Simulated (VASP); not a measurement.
VASP runs on NiN (a trial cell in the NiAs structure, space group P6_3/mmc) share one base input (PBE GGA, plane waves, VASP's PBE PAW potentials (set 64)) and change the settings named in each case.

### KPOINTS
```
Regular mesh
0
gamma
 7 7 4
```

### POSCAR
```
NiN
1.0
  3.4808690000   0.0000000000   0.0000000000
 -1.7404350000   3.0145210000   0.0000000000
  0.0000000000   0.0000000000   4.8514790000
Ni N
2 2
Cart
  0.0000000000   0.0000000000   0.0000000000
  0.0000000000   0.0000000000   2.4257395000
 -0.0000020738   2.0096816715   1.2128697500
  1.7404360738   1.0048393285   3.6386092500
```

**INCAR**
```
! general
SYSTEM =NiN
PREC   =Accurate
ENCUT  =520
LREAL  =.FALSE.
LASPH  =.TRUE.

! electronic loop
EDIFF  =1E-6
NELM   =100
ALGO   =Normal
LMAXMIX=4

! smearing
ISMEAR =0
SIGMA  =0.05

! functional
GGA    =PE

! spin
ISPIN  =2
MAGMOM =2*2.0 2*0.0

! ions
ISIF   =2

! output
LWAVE  =.FALSE.
LCHARG =.FALSE.
LORBIT =10
```

POTCAR, in this order: Ni N (PBE.64 set). Program: vasp_std.

```tsv
change	E(σ→0) (eV/atom)	pressure (GPa)	moment (μB)	−TS (eV)
base run	-5.4580	-37.25	0.41	-0.0051
ISPIN = 1, the spin start removed	-5.4562	-37.24	-	-0.0098
MAGMOM = 0 0 0 0	-5.4562	-37.35	0.00	-0.0098
MAGMOM = 0.4 0.4 0.0 0.0	-5.4580	-37.35	0.41	-0.0051
MAGMOM = 4.0 4.0 0.0 0.0	-5.4580	-37.17	0.41	-0.0051
MAGMOM = 2.0 -2.0 0.0 0.0	-5.4562	-37.23	0.00	-0.0098
NUPDOWN = 0	-5.4562	-37.11	0.00	-0.0098
NUPDOWN = 1	-5.4531	-36.91	1.00	-0.0096
NUPDOWN = 2	?	?	?	?
NUPDOWN = 4	-5.3211	-32.05	4.00	-0.0103
```

Q: Complete the blanks.

A: 
- NUPDOWN = 2, E(σ→0) (eV/atom): -5.4391
- NUPDOWN = 2, pressure (GPa): -35.81
- NUPDOWN = 2, moment (μB): 2.00
- NUPDOWN = 2, −TS (eV): -0.0070

Left out are runs that ran out of time, are held back, or changed the cell or the kind of run, fixed moments of cells without a moment, rows past the twelfth, gaps on odd meshes, pressures of charged cells and columns that move by less than the noise.

The structure was generated: NiN was put into the NiAs type (P6_3/mmc), which need not be its known phase. The cell was not relaxed at this level.
